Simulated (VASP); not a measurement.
Runs of VASP 6.6.1 on SnSe2. It takes space group P-3m1 (No. 164, trigonal). The conventional cell has a = 3.842 Å, b = 3.842 Å, c = 6.486 Å, α = 90.00°, β = 90.00°, γ = 120.00°. Sn (site symmetry -3m) is surrounded by 6 Se at 2.72 Å. Se (site symmetry 3m) is surrounded by 3 Sn at 2.72 Å. The cell is a database's computed one.

```tsv
task	potentials or basis	cell	k mesh	cutoff (eV)	mesh quality	gap on the mesh (eV)	pressure (GPa)	relaxed volume (Å³/atom)
relaxation of cell and atoms	VASP PAW PBE potentials, release 64 (Sn_d, Se)	relaxed	3 × 3 × 2	600	coarse	none	0.0	23.37
relaxation of cell and atoms	VASP PAW PBE potentials, release 64 (Sn_d, Se)	relaxed	9 × 9 × 4	600	not flagged	0.60	0.0	(b)
relaxation of cell and atoms	VASP PAW PBE potentials, release 64 (Sn_d, Se)	relaxed	9 × 9 × 4	300	not flagged	(a)	0.0	25.62
relaxation of cell and atoms	VASP PAW PBE potentials, release 64 (Sn, Se)	relaxed	9 × 9 × 4	580	not flagged	0.60	0.0	25.86
single point	VASP PAW PBE potentials, release 64 (Sn_d, Se)	as given	9 × 9 × 4	520	not flagged	0.73	-0.7	-
```

Alike in all rows: level PBEsol; no spin polarisation; smearing gaussian 0.02 eV.

**Question.** Fill in the values left out.

**Answer.** (a) 0.55; (b) 25.91.

Caveats: some runs use coarse meshes; the PAW data sets were made with another functional, which shifts forces and pressure a little; this functional lacks dispersion, which binds the layers, so the pressure and a relaxed spacing across them are unreliable; spin-orbit coupling is left out, which moves the levels of the heavy elements (some runs); an odd mesh through Γ misses points on the zone boundary, where band edges often lie (some runs); the volume moved by over 15 % at a fixed basis, so the end points are rough (some runs).

A k mesh can miss the band edges, and the runs leave out spin-orbit coupling on Se, Sn.

A gap of «none» marks a metal or a gap under the smearing width.

The runs don't all hold the same shells in valence.

Runs at the PBE level aren't shown here.
